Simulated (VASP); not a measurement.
An input for Ansatz (written as the equivalent of a VASP run, and not itself run):

Ansatz 0.2 input:
```yaml
crystal:
  lattice:
    - [2.7365210, 0.0000000, 0.0000000]
    - [0.0000000, 2.7365210, 0.0000000]
    - [0.0000000, 0.0000000, 3.5867970]
  atoms:
    - { symbol: Li, position: [0.5000000, 0.5000000, 0.5000000] }
    - { symbol: V, position: [0.0000000, 0.0000000, 0.0000000], spin: 2 }
kpoints:
  mp_grid: { grid: [11, 11, 9] }
hamiltonian:
  xc: pbe
  pseudopotentials: { kind: paw }
magnetization: { spin_polarized: true }
scf:
  occupations: { method: gaussian, width: 0.05 }
  max_iter: 100
output: { forces: true, stress: true, eigenvalues: true }
```

Problem. Write the VASP files for the same calculation (PBE).

Solution. This is not unique; one that fits is 
File KPOINTS:
```
Automatic mesh
0
Gamma
11 11 9
0 0 0
```

**POSCAR**
```
LiV
1
    2.7365210000     0.0000000000     0.0000000000
    0.0000000000     2.7365210000     0.0000000000
    0.0000000000     0.0000000000     3.5867970000
Li V
1 1
Direct
  0.5000000000   0.5000000000   0.5000000000
  0.0000000000   0.0000000000   0.0000000000
```

**INCAR**
```
# general
SYSTEM  = LiV
PREC    = Accurate
ENCUT   = 400
LREAL   = .FALSE.
LASPH   = .TRUE.

# electronic loop
EDIFF   = 1E-6
NELM    = 100
ALGO    = Normal
LMAXMIX = 4

# smearing
ISMEAR  = 0
SIGMA   = 0.05

# functional
GGA     = PE

# spin
ISPIN   = 2
MAGMOM  = 0.0 2.0

# ions
ISIF    = 2

# output
LWAVE   = .FALSE.
LCHARG  = .FALSE.
LORBIT  = 11
```

POTCAR, in this order: Li_sv V_sv (PBE.64 set). Program: vasp_std.

The two are equivalent in intent, not identical: each code has its own PAW files, so the cut-off isn't converted (ENCUT is set for VASP's; basis.ecutwfc is left out, and Ansatz then takes the one that its files recommend); Ansatz stops its SCF on the density residual and VASP on the energy change (EDIFF).

The structure was generated: LiV was put into an ordered model structure, which need not be its known phase. The cell was not relaxed at this level.
